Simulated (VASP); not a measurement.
Level of theory: r2SCAN meta-GGA, VASP's PBE PAW potentials (set 64) (plane waves; VASP).

The input files of a VASP run:

**POSCAR**
```
HgTe
1
    0.0000000000     3.2214520442     3.2214520442
    3.2214520442     0.0000000000     3.2214520442
    3.2214520442     3.2214520442     0.0000000000
Hg Te
1 1
Direct
  0.0000000000   0.0000000000   0.0000000000
  0.2500000000   0.2500000000   0.2500000000
```

File KPOINTS:
```
K-points
0
G
10 10 10
0 0 0
```

### INCAR
```
# general
SYSTEM  = HgTe
PREC    = Accurate
ENCUT   = 520   # plane-wave cut-off (eV)
LREAL   = .FALSE.
LASPH   = .TRUE.   # aspherical one-centre terms

# electronic loop
EDIFF   = 1E-7
NELM    = 100   # most electronic steps
ALGO    = Normal
LMAXMIX = 6   # l cut-off of mixed one-centre charges
LMIXTAU = .TRUE.

# smearing
ISMEAR  = 1   # Methfessel-Paxton
SIGMA   = 0.1

# functional
METAGGA = R2SCAN

# ions
ISIF    = 2   # forces and stress, cell fixed

# output
LWAVE   = .FALSE.
LCHARG  = .FALSE.
```

POTCAR, in this order: Hg Te (PBE.64 set). Program: vasp_std.

The resulting files:

OSZICAR:
```
       N       E                     dE             d eps       ncg     rms          rms(c)
DAV:   1     0.335821578769E+02    0.33582E+02   -0.83096E+03  1222   0.122E+03
DAV:   2    -0.758640562836E+02   -0.10945E+03   -0.10402E+03  1317   0.273E+02
DAV:   3    -0.802117339999E+02   -0.43477E+01   -0.43186E+01  1522   0.569E+01
DAV:   4    -0.802465894741E+02   -0.34855E-01   -0.34833E-01  1606   0.482E+00
DAV:   5    -0.802468772542E+02   -0.28778E-03   -0.28778E-03  1472   0.342E-01    0.785E+00
DAV:   6    -0.750886878886E+02    0.51582E+01   -0.32144E+00  1232   0.266E+01    0.917E+00
DAV:   7    -0.751239481808E+02   -0.35260E-01   -0.22373E-01  1222   0.559E+00    0.568E+00
DAV:   8    -0.750511523519E+02    0.72796E-01   -0.12125E-01  1297   0.324E+00    0.176E+00
DAV:   9    -0.750319322237E+02    0.19220E-01   -0.20093E-01  1222   0.383E+00    0.279E-01
DAV:  10    -0.751266882470E+02   -0.94756E-01   -0.51470E-02  1222   0.198E+00    0.313E-01
DAV:  11    -0.751222573389E+02    0.44309E-02   -0.49546E-03  1277   0.729E-01    0.923E-02
DAV:  12    -0.751268844266E+02   -0.46271E-02   -0.29904E-03  1232   0.457E-01    0.936E-02
DAV:  13    -0.751264824384E+02    0.40199E-03   -0.21877E-03  1262   0.464E-01    0.434E-02
DAV:  14    -0.751268425663E+02   -0.36013E-03   -0.85720E-05  1297   0.868E-02    0.419E-02
DAV:  15    -0.751270604550E+02   -0.21789E-03   -0.12665E-05  1262   0.398E-02    0.429E-02
DAV:  16    -0.751272566142E+02   -0.19616E-03   -0.37595E-05  1237   0.640E-02    0.457E-02
DAV:  17    -0.751275546363E+02   -0.29802E-03   -0.19692E-04  1222   0.118E-01    0.538E-02
DAV:  18    -0.751275605798E+02   -0.59435E-05   -0.91790E-06  1437   0.316E-02    0.430E-02
DAV:  19    -0.751275602126E+02    0.36722E-06   -0.31639E-06  1227   0.187E-02    0.960E-03
DAV:  20    -0.751275597018E+02    0.51085E-06   -0.74726E-07  1262   0.745E-03    0.160E-03
DAV:  21    -0.751275597196E+02   -0.17774E-07   -0.18914E-08   676   0.134E-03
   1 F= -.75127560E+02 E0= -.75127637E+02  d E =0.230784E-03
```

OUTCAR:
```
------------------------ aborting loop because EDIFF is reached ----------------------------------------
  FORCE on cell =-STRESS in cart. coord.  units (eV):
  Direction    XX          YY          ZZ          XY          YZ          ZX
  --------------------------------------------------------------------------------------
  Total        1.1988441      1.1988441      1.1988441     -0.0000000      0.0000000      0.0000000
  in kB       28.7268677     28.7268677     28.7268677     -0.0000000      0.0000000      0.0000000
  external PRESSURE =      28.7268677 kB  Pullay stress =       0.0000000 kB
  volume of cell :       66.86
      direct lattice vectors                 reciprocal lattice vectors
     0.000000000  3.221452044  3.221452044    -0.155209512  0.155209512  0.155209512
     3.221452044  0.000000000  3.221452044     0.155209512 -0.155209512  0.155209512
     3.221452044  3.221452044  0.000000000     0.155209512  0.155209512 -0.155209512
 POSITION                                       TOTAL-FORCE (eV/Angst)
 -----------------------------------------------------------------------------------
      0.00000      0.00000      0.00000         0.000000      0.000000      0.000000
      1.61073      1.61073      1.61073        -0.000000     -0.000000     -0.000000
 -----------------------------------------------------------------------------------
    total drift:                               -0.000000     -0.000000     -0.000000
  FREE ENERGIE OF THE ION-ELECTRON SYSTEM (eV)
  ---------------------------------------------------
  free  energy   TOTEN  =       -75.1275597196 eV

  energy  without entropy=      -75.1277905038  energy(sigma->0) =      -75.12763665
```
(Selected blocks of OUTCAR.)

The compound is HgTe in the zinc blende structure. This cell is one point of a volume scan, at 0.94 of the reference volume.
